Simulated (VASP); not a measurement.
Consider the following.

```
Cu
1.0
    0.00000     1.80500     1.80500
    1.80500     0.00000     1.80500
    1.80500     1.80500     0.00000
Cu
1
Direct
  0.00000   0.00000   0.00000
```

All values below come from optB88-vdW, VASP's PBE PAW potentials (set 64) (plane waves; VASP). Numerical set-up: 520 eV cut-off, 16×16×16 Γ-centred mesh, first-order Methfessel-Paxton smearing of 0.10 eV, potentials Cu.

Task: The ions, cell shape and volume are relaxed. Predict the relaxed structure.

Result: 
```
Cu
1.0
    0.00000     1.81403     1.81403
    1.81403     0.00000     1.81403
    1.81403     1.81403     0.00000
Cu
1
Cartesian
  0.00000   0.00000   0.00000
```
Space group Fm-3m (225), at a tolerance of 0.03 Å.

Task: How do energy and volume change from the first to the last step?

Result: The energy (σ→0) changes by -1.2 meV/atom and the volume by +1.5 %, in 3 ionic steps.

The compound is Cu in the fcc structure. This run relaxes it. Symmetry was kept, so distortions that lower it aren't found.
